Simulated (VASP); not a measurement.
Energy against volume of Ge (diamond). Computed with vdW-DF-cx, VASP's PBE PAW potentials (set 64) (plane waves; VASP).

```
V (Å³/atom)  E (eV/atom)
-----------  -----------
21.541          -1.29414
22.229          -1.30900
22.916          -1.31370
23.604          -1.30987
24.291          -1.29884
```

Question: Fit a third-order Birch-Murnaghan equation of state.

Answer: 
```
Item                                             Value
---------------------------------------  -------------
volume per atom                          22.93 Å³/atom
bulk modulus                                  66.0 GPa
pressure derivative of the bulk modulus           4.75
lattice constant a                             5.682 Å
```

Measured: bulk modulus 77.3 GPa at 0 K (computed value off by -14.7 %), as given by Tanner et al., (2021), arXiv:2110.11888 [low-temperature value with the zero-point effect removed]; a 5.644 Å at 0 K (computed value off by +0.7 %), as given by Daniel Mejia-Rodriguez et al., Physical Review B (2018), arXiv:1807.09216 [static lattice: zero-point anharmonic expansion removed].

The compound is Ge in the diamond structure. It was relaxed first.
